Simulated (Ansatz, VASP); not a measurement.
# Cross-check of Be2N between VASP and Ansatz

One calculation is typed for both programs; each brings its own data sets. How far apart do they land? The cell is generated by rule, not measured, and may not be a known phase. Of the first pair: The two relaxations start from unlike cells of this crystal (the structure described is Ansatz's start), so only their ends are compared.

Calculated with Ansatz 0.2.0; plane waves, with VASP 6.6.1 beside it; relaxation of cell and atoms at PBEsol.

## 1. Set-up

It takes space group R-3m (No. 166, trigonal). Conventional cell: a = 2.210 Å, b = 2.210 Å, c = 12.299 Å, α = 90.00°, β = 90.00°, γ = 120.00°. Be has 3 N at 1.52 Å nearest. Nearest to N lie 6 Be at 1.52 Å. Farther neighbours and most contacts between anions are not listed.

Coordinates:

```
Be N
1.0
     1.10484    0.63788    4.09963
    -1.10484    0.63788    4.09963
     0.00000   -1.27576    4.09963
Be N
2 1
Direct
  0.26647 0.26647 0.26647
  0.73353 0.73353 0.73353
  0.00000 0.00000 0.00000
```

## 2. VASP: relaxation of cell and atoms, PBEsol, pair 1

The relaxed volume is the usual yardstick between codes: in a stiff, nearly cubic crystal its relative difference is about their pressure difference at one cell divided by the bulk modulus.

Lines of VASP's logs that name or quote its potential files are left out, and so is its time.

INCAR reads:

```
SYSTEM = Be2N
PREC = Accurate
ENCUT = 600
EDIFF = 1E-07
NELM = 120
ISMEAR = 0
SIGMA = 0.1
LREAL = .FALSE.
ALGO = Normal
GGA = PS
NBANDS = 10
LORBIT = 11
LWAVE = .FALSE.
LCHARG = .FALSE.
ISIF = 3
IBRION = 2
NSW = 80
EDIFFG = -0.005
LASPH = .TRUE.
GGA_COMPAT = .FALSE.
NELMIN = 4
KPAR = 2
```

POSCAR reads:

```
Be2N
1.0
    1.3230716007      0.7638762729      4.0219036821
   -1.3230716007      0.7638762729      4.0219036821
    0.0000000000     -1.5277525459      4.0219036821
Be N
2 1
Direct
    0.2671515075      0.2671515075      0.2671515075
    0.7328484925      0.7328484925      0.7328484925
    0.0000000000      0.0000000000      0.0000000000
```

KPOINTS reads:

```
Automatic mesh
0
Gamma
12 12 12
0 0 0
```

Potentials, in the order of the species: Be and N (PBE family, release 64).

The run is started by

```
> mpirun -np 2 vasp_std
```

Numbers of over 12 decimals in the logs are rounded to 6 here.

Output:

```text
[banner, memory and clock lines left out]
running    2 mpi-ranks, on    1 nodes
 distrk:  each k-point on    1 cores,    2 groups
 distr:  one band on    1 cores,    1 groups

 POSCAR found type information on POSCAR BeN
 POSCAR found :  2 types and       3 ions
|                                                                             |
|               ----> ADVICE to this user running VASP <----                  |
|                                                                             |
|     You enforced a specific xc type in the INCAR file but a different       |
|     [... a line on the potential file left out ...]
|     I HOPE YOU KNOW WHAT YOU ARE DOING!                                     |
|                                                                             |

 LDA part: xc-table for (Slater+PW92), standard interpolation
 POSCAR, INCAR and KPOINTS ok, starting setup
 FFT: planning ... GRIDC
 FFT: planning ... GRID_SOFT
 FFT: planning ... GRID
 WAVECAR not read
 entering main loop
       N       E                     dE             d eps       ncg     rms          rms(c)
DAV:   1     0.157334597657E+02    0.15733E+02   -0.43399E+03  3788   0.844E+02
DAV:   2    -0.186729415560E+02   -0.34406E+02   -0.32086E+02  4852   0.173E+02
DAV:   3    -0.202863573825E+02   -0.16134E+01   -0.16007E+01  5126   0.344E+01
DAV:   4    -0.202955356866E+02   -0.91783E-02   -0.91714E-02  5286   0.253E+00
DAV:   5    -0.202955669309E+02   -0.31244E-04   -0.31243E-04  5218   0.120E-01    0.750E+00
DAV:   6    -0.181616662589E+02    0.21339E+01   -0.93221E+00  5016   0.195E+01    0.273E+00
DAV:   7    -0.180789213942E+02    0.82745E-01   -0.26062E-01  4778   0.416E+00    0.189E+00
DAV:   8    -0.180373029848E+02    0.41618E-01   -0.12240E-01  4590   0.263E+00    0.339E-01
DAV:   9    -0.180364127585E+02    0.89023E-03   -0.45500E-03  4918   0.571E-01    0.151E-01
DAV:  10    -0.180364081038E+02    0.46548E-05   -0.35028E-04  4474   0.129E-01    0.291E-02
DAV:  11    -0.180363901069E+02    0.17997E-04   -0.65751E-05  4668   0.453E-02    0.695E-03
DAV:  12    -0.180363903485E+02   -0.24160E-06   -0.24438E-06  4852   0.132E-02    0.456E-03
DAV:  13    -0.180363902589E+02    0.89594E-07   -0.43954E-07  4778   0.536E-03
   1 F= -.18036390E+02 E0= -.18034018E+02  d E =-.180364E+02
[...]
2 F= -.18036604E+02 E0= -.18034219E+02  d E =-.213983E-03
[...]
3 F= -.18036630E+02 E0= -.18034248E+02  d E =-.240083E-03
[...]
4 F= -.18036630E+02 E0= -.18034248E+02  d E =-.240052E-03
 curvature:  -0.38 expect dE=-0.103E-04 dE for cont linesearch -0.288E-07
 ZBRENT: accuracy reached
 trial: gam= 0.05274 g(F)=  0.169E-04 g(S)=  0.102E-04 ort =-0.700E-05 (trialstep = 0.953E+00)
 search vector abs. value=  0.282E-04
 bond charge predicted
       N       E                     dE             d eps       ncg     rms          rms(c)
DAV:   1    -0.180366488817E+02   -0.18553E-04   -0.27098E-04  3854   0.145E-01    0.123E-02
DAV:   2    -0.180366420288E+02    0.68528E-05   -0.21146E-05  5484   0.300E-02    0.598E-03
DAV:   3    -0.180366408448E+02    0.11840E-05   -0.16803E-06  4712   0.102E-02    0.297E-03
DAV:   4    -0.180366405753E+02    0.26951E-06   -0.90600E-07  4954   0.675E-03    0.388E-04
DAV:   5    -0.180366405843E+02   -0.90463E-08   -0.25561E-08  2386   0.147E-03
   5 F= -.18036641E+02 E0= -.18034263E+02  d E =-.102739E-04
 trial-energy change:   -0.000010  1 .order   -0.000010   -0.000026    0.000006
 step:   0.7804(harm=  0.7804)  dis= 0.00050  next Energy=   -18.036641 (dE=-0.104E-04)
 reached required accuracy - stopping structural energy minimisation
```

Parts of OUTCAR (step 2):

```text
ion  position               nearest neighbor table
   1  0.267  0.267  0.267-   3 1.72   3 1.72   3 1.72   2 2.21   2 2.21   2 2.21
   2  0.733  0.733  0.733-   3 1.72   3 1.72   3 1.72   1 2.21   1 2.21   1 2.21
   3  0.000  0.000  0.000-   2 1.72   2 1.72   1 1.72   1 1.72   2 1.72   1 1.72

  LATTYP: Found a trigonal (rhomboedric) cell.
 ALAT       =     4.3022941147
 COS(alpha) =     0.8108541052

 Subroutine GETGRP returns: Found 12 space group operations
 (whereof 12 operations were pure point group operations)

The static configuration has the point symmetry D_3d.

 Found    189 irreducible k-points:

   k-points           NKPTS =    189   k-points in BZ     NKDIM =    189   number of bands    NBANDS=     10

   dimension x,y,z NGX =    36 NGY =   36 NGZ =   36
   dimension x,y,z NGXF=    72 NGYF=   72 NGZF=   72

   ENCUT  =  600.0 eV  44.10 Ry    6.64 a.u.   8.59  8.59  8.59*2*pi/ulx,y,z

   NELECT =       9.0000    total number of electrons

 k-points in reciprocal lattice and weights: Automatic mesh
   0.00000000  0.00000000  0.00000000       0.001
   0.08333333  0.00000000  0.00000000       0.003
   0.16666667  0.00000000  0.00000000       0.003
   0.25000000 -0.00000000 -0.00000000       0.003
   0.33333333 -0.00000000  0.00000000       0.003
   0.41666667  0.00000000 -0.00000000       0.003
   0.50000000 -0.00000000 -0.00000000       0.002
   0.08333333  0.08333333  0.00000000       0.003
   0.16666667  0.08333333 -0.00000000       0.007
[...]
-0.41666667  0.50000000  0.41666667       0.003
   0.50000000  0.50000000  0.50000000       0.001

 average (electrostatic) potential at core
       1 -34.0501       2 -34.0501       3 -62.5304

 E-fermi :   6.7200

 k-point     1 :       0.0000    0.0000    0.0000
  band No.  band energies     occupation
      1     -12.0924      2.00000
      2       0.0301      2.00000
      3       1.6509      2.00000
      4       4.4258      2.00000
      5       4.4258      2.00000
      6      14.4157      0.00000
      7      14.5615      0.00000
      8      14.8647      0.00000
      9      14.8647      0.00000
     10      21.4247      0.00000

 k-point     2 :       0.0833    0.0000    0.0000
  band No.  band energies     occupation
      1     -11.9738      2.00000
      2       0.0435      2.00000
      3       1.9026      2.00000
      4       3.8111      2.00000
      5       4.2126      2.00000
      6      14.2350      0.00000
      7      14.7253      0.00000
      8      14.9856      0.00000
      9      15.1706      0.00000
     10      20.7885      0.00000

 k-point     3 :       0.1667    0.0000    0.0000
  band No.  band energies     occupation
      1     -11.6250      2.00000
      2       0.1072      2.00000
      3       2.3540      2.00000
      4       2.6023      2.00000
      5       3.6896      2.00000
      6      13.4403      0.00000
      7      14.5820      0.00000
      8      15.6168      0.00000
      9      15.7691      0.00000
     10      19.9721      0.00000

  Total       -0.0020479     -0.0020479      0.0023018      0.0000000     -0.0000000      0.0000000
  in kB       -0.1340617     -0.1340619      0.1506834      0.0000000     -0.0000000      0.0000000
  external PRESSURE =      -0.0391467 kB  Pullay stress =       0.0000000 kB

  energy-cutoff  :      600.00
  volume of cell :       24.47
      direct lattice vectors                 reciprocal lattice vectors
     1.325521845  0.765290925  4.021145413     0.377209928  0.217782103  0.082895120
    -1.325521845  0.765290925  4.021145413    -0.377209928  0.217782103  0.082895120
    -0.000000000 -1.530581850  4.021145413     0.000000000 -0.435564205  0.082895120

 POSITION                                       TOTAL-FORCE (eV/Angst)
 -----------------------------------------------------------------------------------
     -0.00000     -0.00000      3.22336         0.000000      0.000000     -0.003552
     -0.00000     -0.00000      8.84007        -0.000000     -0.000000      0.003552
      0.00000      1.53058      8.04229        -0.000000      0.000000     -0.000000
 -----------------------------------------------------------------------------------
    total drift:                               -0.000000      0.000000      0.000000

  FREE ENERGIE OF THE ION-ELECTRON SYSTEM (eV)
  ---------------------------------------------------
  free  energy   TOTEN  =       -18.0366405843 eV

  energy  without entropy=      -18.0318861074  energy(sigma->0) =      -18.03426335

 reached required accuracy - stopping structural energy minimisation

 total charge
# of ion       s       p       d       tot
------------------------------------------
    1        0.392   0.750   0.000   1.142
    2        0.392   0.750   0.000   1.142
    3        1.224   2.663   0.000   3.887
--------------------------------------------------
tot          2.007   4.164   0.000   6.171

[... 3 further parts left out ...]
```

CONTCAR:

```
Be2N
   1.00000000000000
     1.3255218447158645    0.7652909248763754    4.0211454130326949
    -1.3255218447158645    0.7652909248763754    4.0211454130326949
    -0.0000000000000000   -1.5305818498529171    4.0211454130326914
  Be              N
     2     1
Direct
     0.2672011011473560    0.2672011011473560    0.2672011011473560
     0.7327988988526439    0.7327988988526439    0.7327988988526439
     1.0000000000000000    1.0000000000000000    0.0000000000000000
```

## 3. Ansatz: relaxation of cell and atoms, PBEsol, pair 1

Ansatz runs on norm-conserving files, of PseudoDojo where its log says so.

Its own start cell and the same functional, mesh and smearing now go to Ansatz, which takes its cutoff from its data sets.

input.yaml reads:

```yaml
crystal:
  lattice:
    - [1.10484, 0.63788, 4.09963]
    - [-1.10484, 0.63788, 4.09963]
    - [0.0, -1.27576, 4.09963]
  atoms:
    - { symbol: Be, position: [0.26647, 0.26647, 0.26647] }
    - { symbol: Be, position: [0.73353, 0.73353, 0.73353] }
    - { symbol: "N", position: [0.0, 0.0, 0.0] }
kpoints:
  mp_grid: { grid: [12, 12, 12] }
hamiltonian:
  xc: pbesol
  pseudopotentials: { kind: nc, accuracy: standard }
scf:
  occupations: { method: gaussian, width: 0.1 }
output:
  forces: true
  stress: true
  eigenvalues: true
relax:
  adjacent_minimum: "off"
  f_tol: 0.05
  max_steps: 80
  cell: { stress_tol: 0.5 }
```

The run is started by

```
> ansatz run input.yaml --threads 4 --pin off --max-ram 7168MiB --backend cpu --events-out ev --progress --plain --runs-dir out
```

Output:

```text
The last accepted step is kept in <dir> (removed where the run ends without a failure and the disk answers)
basis.fft_grid_basis auto: the FFT boxes are laid along the combinations [[1, 0, -1], [0, 1, -1], [0, 0, 1]] of the cell's own vectors, 2.210, 2.210 and 4.294 Å long. The dense box has 25×25×50 points. Along the cell's own vectors, as sized, it would have 50×50×50, 4.00 times as many. Of the 12 symmetry operations that the crystal satisfies within crystal.symmetry.tolerance (time reversal apart; of a slab, those that [...]
Engine: ansatz 0.2.0, aarch64-unknown-linux-gnu
Pseudopotentials: kind: nc
Pseudopotential: Be, nc, valence charge 4, recommended cutoff 1197.300995 eV (normal), Be.nc.azcp (PseudoDojo's, or run here from an input of PseudoDojo's; its table is named by hamiltonian.pseudopotentials.accuracy)
Pseudopotential: N, nc, valence charge 5, recommended cutoff 1142.878222 eV (normal), N.nc.azcp (PseudoDojo's, or run here from an input of PseudoDojo's; its table is named by hamiltonian.pseudopotentials.accuracy)
Functional definition: PBEsol
  exchange = pbesol_x
  correlation = pbesol_c
Crystal: 3 atoms, lattice volume = 17.335 Å³
Basis set: ecut = 1197.300995 eV, 1643 PW (Γ), FFT grids on a1−a3, a2−a3, a3, exchange–correlation on 50×50×100 points (8 copies of the dense FFT grid, shifted against one another)
Bands: 11, of which v1, the nominal top of the filled ones, is band 7 counted from 1 (6 counted from 0)
Symmetry: 12 space group operations
Space group: R-3m (ITA 166), of the structure as read, at distance tolerance 2.6e-5 Å
k-points: 189 of 1728
Non-local potential: Be, projectors of the file, l = 0: 2, l = 1: 2
Non-local potential: N, projectors of the file, l = 0: 2, l = 1: 2
Initial density: superposition of atomic densities (chi_scale 0.1, normalization cell, long waves kept (reshape's long-wave potential 0.16 eV rms))
Initial wavefunctions: pseudopotential atomic-orbital guess
Functional: x = pbesol(κ = 0.804, μ = 0.123457), c = pbesol(β = 0.046)
SCF iter   1: F=—  HF=-1037.570592 eV  |F-HF|=—  |Δ(HF+E_count)|=         —  Δρ=1.79e-1  dr2=6.90e0  ethr=3.10e-3  ⟨swp⟩=6.0  Hψ=15326  notcnv=0
preconditioner: auto → none  [metal: Δε(μ)=0.039 eV  Ē_g=20.507 eV  σ=0.100 eV  W_gap=0.21  n_scr=2 (ndim 8)  ℏωp=26.8 eV  f_vac=0.000  D(μ)=0.32/eV (n_scr^D=2)  sad-step TF]
SCF iter   2: F=—  HF=-1035.862247 eV  |F-HF|=—  |Δ(HF+E_count)|=    1.71e0  Δρ=7.44e-2  dr2=2.00e0  ethr=3.10e-3  ⟨swp⟩=2.8  Hψ=5667  notcnv=0  defer=75
SCF iter   3: F=—  HF=-1035.224636 eV  |F-HF|=—  |Δ(HF+E_count)|=   6.38e-1  Δρ=4.20e-2  dr2=5.00e-1  ethr=3.10e-3  ⟨swp⟩=4.5  Hψ=6210  notcnv=0  defer=74
SCF iter   4: F=—  HF=-1035.115833 eV  |F-HF|=—  |Δ(HF+E_count)|=   1.09e-1  Δρ=5.88e-3  dr2=1.84e-3  ethr=3.10e-3  ⟨swp⟩=2.2  Hψ=4222  notcnv=0  defer=70
SCF iter   5: F=—  HF=-1035.116200 eV  |F-HF|=—  |Δ(HF+E_count)|=   3.68e-4  Δρ=3.06e-3  dr2=2.15e-3  ethr=1.41e-5  ⟨swp⟩=1.8  Hψ=3004  notcnv=0  defer=53
SCF iter   6: F=—  HF=-1035.115828 eV  |F-HF|=—  |Δ(HF+E_count)|=   3.72e-4  Δρ=9.27e-4  dr2=2.30e-4  ethr=1.41e-5  ⟨swp⟩=1.0  Hψ=2025  notcnv=0  defer=53
SCF iter   7: F=—  HF=-1035.115782 eV  |F-HF|=—  |Δ(HF+E_count)|=   4.65e-5  Δρ=8.95e-5  dr2=7.34e-7  ethr=1.77e-6  ⟨swp⟩=1.2  Hψ=2157  notcnv=0  defer=53
SCF iter   8: F=—  HF=-1035.115834 eV  |F-HF|=—  |Δ(HF+E_count)|=   5.29e-5  Δρ=2.32e-5  dr2=1.24e-7  ethr=7.69e-10  ⟨swp⟩=8.7  Hψ=11962  notcnv=0
SCF iter   9: F=-1035.115834 eV  HF=-1035.115834 eV  |F-HF|=7.97e-9  |Δ(HF+E_count)|=   2.08e-8  Δρ=5.97e-6  dr2=9.47e-9  ethr=7.69e-10  ⟨swp⟩=4.0  Hψ=6081  notcnv=0
SCF 1 converged in 9 iterations: F = -1035.115834 eV  dr2 = 9.47e-9
relax step   1: F+E_penalty+E_count = -1035.11583442 eV  Δ(F+E_penalty+E_count) = +0.000e0 eV  max|allowed force component| = 2.635e0 eV/Å  Δτ_max = 0.0000 Å  P = +128.725 GPa  Ω = 17.335 Å³  (9 SCF iters, dr2 threshold 1.00e-7 eV, accepted)
[...]
relax step   8: F+E_penalty+E_count = -1038.28103444 eV  Δ(F+E_penalty+E_count) = -1.940e-2 eV  max|allowed force component| = 7.774e-2 eV/Å  Δτ_max = 0.0116 Å  P = +1.509 GPa  Ω = 24.465 Å³  energy of the carried Pulay correction = -1.990e-4 eV  (5 SCF iters, dr2 threshold 3.00e-7 eV, accepted)
[...]
relax step   9: F+E_penalty+E_count = -1038.28173475 eV  Δ(F+E_penalty+E_count) = -7.003e-4 eV  max|allowed force component| = 7.325e-2 eV/Å  Δτ_max = 0.0045 Å  P = -0.437 GPa  Ω = 24.686 Å³  energy of the carried Pulay correction = -2.784e-4 eV  (5 SCF iters, dr2 threshold 3.00e-7 eV, accepted)
[...]
relax step  10: F+E_penalty+E_count = -1038.28210171 eV  Δ(F+E_penalty+E_count) = -3.670e-4 eV  max|allowed force component| = 1.644e-3 eV/Å  Δτ_max = 0.0012 Å  P = -0.001 GPa  Ω = 24.608 Å³  energy of the carried Pulay correction = -2.489e-4 eV  (4 SCF iters, dr2 threshold 3.00e-7 eV, accepted)
[...]
relax step  11: F+E_penalty+E_count = -1038.28237619 eV  Δ(F+E_penalty+E_count) = -2.745e-4 eV  max|allowed force component| = 1.576e-3 eV/Å  Δτ_max = 0.0000 Å  P = +0.008 GPa  Ω = 24.608 Å³  stress off target by 1.91e-2 GPa  SCF on the basis re-selected at this cell (its energy is not comparable with the rows above)  (4 SCF iters)
basis re-selected at this cell: Δ(F+E_penalty+E_count) = -2.745e-4 eV, ΔP = +0.010 GPa vs the last step (what re-selecting the basis moved, of the pressure what is left beyond the Pulay correction that the steps carried, after the strain that the cell walked since its last selection, with what the two solves' SCF thresholds leave and, on support functions, any second-order correction that the steps lacked; it is no m [...]
SCF converged after 4 iterations
Free energy (F): -1038.282376 eV
Harris-Foulkes:  -1038.282376 eV  (|F-HF|=5.68e-12)
Internal energy: -1038.278169 eV  (E = F + TS)
E sigma→0 (E₀):  -1038.280273 eV
Entropy (-TS):   -0.004207 eV (-1.402 meV/atom)
Fermi energy:    8.686347 eV
--- Per-component energies (eV) ---
  E_band       = -360.857660
  E_kinetic    = 669.150829
  E_local      = -679.213011  (includes V_loc(G=0)·N_el)
  E_nonlocal   = -582.261137
  E_hartree    = 247.108702
  E_xc         = -213.707546
  E_vxc        = -262.751851  (∫ρ·V_xc dr)
  E_ewald      = -479.356007
  E_smearing   = -0.004207  (= −TS)
  E_closure    = -0.000000  (closes the sum)
  Σ components = -1038.282376   (vs F -1038.282376, Δ=0.00e0)
--- Forces (eV/Å), atoms counted from 1 ---
  atom   1  Be     0.00000000    -0.00000000    -0.00157642
  atom   2  Be    -0.00000000     0.00000000     0.00157642
  atom   3  N     -0.00000000     0.00000000     0.00000000
  max |Σ_I F_I| component: 1.16e-17 eV/Å
--- Stress (GPa, compression-positive) ---
        0.003050      -0.000000       0.000000
       -0.000000       0.003050      -0.000000
        0.000000       0.000000       0.019149
  P = ⅓ Tr σ = 0.0084 GPa (0.084 kbar)
--- Band table (eV; the first three rows and the last of 189) ---
  k-point 0: bands = [... 3 lower, 1.9288, 3.6277, 6.3737, 6.3737, 16.3450, 16.4559, 16.9277, 16.9277]
  k-point 1: bands = [... 3 lower, 1.9478, 3.8758, 5.7606, 6.1604, 16.0806, 16.7312, 17.0328, 17.2349]
  k-point 2: bands = [... 3 lower, 2.0226, 4.3039, 4.5705, 5.6366, 15.3239, 16.6198, 17.6249, 17.8399]
  k-point 188: bands = [... 3 lower, -0.5085, 6.3457, 6.3457, 8.8259, 12.9947, 16.5863, 17.1095, 17.1095]
--- Relaxed structure (9 steps of the walk, 9 accepted, 2 SCFs on fresh bases) ---
  F+E_penalty+E_count = -1038.28237619 eV   max|allowed force component| = 1.576e-3 eV/Å   (the final SCF, on the basis selected at the relaxed cell)
  cell:  # Å, volume = 24.6076 Å³
    - [1.323719, 0.764250, 4.054026]
    - [-1.323719, 0.764250, 4.054026]
    - [2.8368779802406333e-17, -1.528499, 4.054026]
  atoms:
    - { symbol: Be, position: [0.267766, 0.267766, 0.267766] }
    - { symbol: Be, position: [0.732234, 0.732234, 0.732234] }
    - { symbol: N, position: [0, 0, 0] }
```

In the SCF lines HF is the Harris–Foulkes energy and dr2 the Hartree energy of the density residual, in eV; the loop may stop once dr2 is under the threshold and the program's other checks hold. Hψ counts applications of the Hamiltonian.

## 4. Comparison

Known differences besides the potentials themselves: the data sets hold 13 valence electrons in Ansatz (on norm-conserving files, of PseudoDojo where its log says so) and 9 in VASP; the cutoff is 1197.3 eV in Ansatz and 600 eV in VASP; Ansatz adds a Pulay correction to the stress that steers its cell, VASP none. Total energies have different zeros and are not compared.

Compared:

| quantity | Ansatz | VASP | difference |
| --- | --- | --- | --- |
| volume (Å³) | 24.61 | 24.47 | +0.54 % |
| edge a after relaxation, in the typed setting (Å) | 4.333 | 4.303 | +0.70 % |

(Part 1 of 2 ends here.)

[Lines on the potential files, build, host, timing and source positions are cut from VASP's logs without a mark.]

[Logs are printed without paths, hosts, clocks, repeated set-up lines and the standing remarks that a program may print on its own settings, such as how far it seeks lower states.]

[Hosts, paths, dates, database ids (printed as entryN), source tags and the programs' standing remarks are cut or masked in the printed files.]
